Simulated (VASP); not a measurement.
Here is the system:

```xyz
5
Lattice="1.9697 -3.4116 0.0000 1.9697 3.4116 0.0000 0.0000 0.0000 6.1178" Properties=species:S:1:pos:R:3 pbc="T T T"
La     1.9697     1.1372     1.5022
La     1.9697    -1.1372     4.6157
O      0.0000     0.0000     0.0000
O      1.9697     1.1372     3.9538
O      1.9697    -1.1372     2.1641
```

Method: optB88-vdW, VASP's PBE PAW potentials (set 64) (plane waves; VASP). Settings: 520 eV cut-off, 6×6×4 Γ-centred mesh, Gaussian smearing of 0.050 eV, potentials La O.

Question: Estimate the energy per atom (σ→0), band gap (on the k-mesh) with the smallest direct gap where there is one.

Answer: 
band gap (on the k-mesh): 3.86 eV
smallest direct gap (on the k-mesh): 3.97 eV
energy per atom (σ→0): -6.646 eV/atom

Only differences to runs with the same potentials and settings are physical.

The compound is La2O3 in the a-type structure. It was relaxed first. The start is the result of an earlier pass.
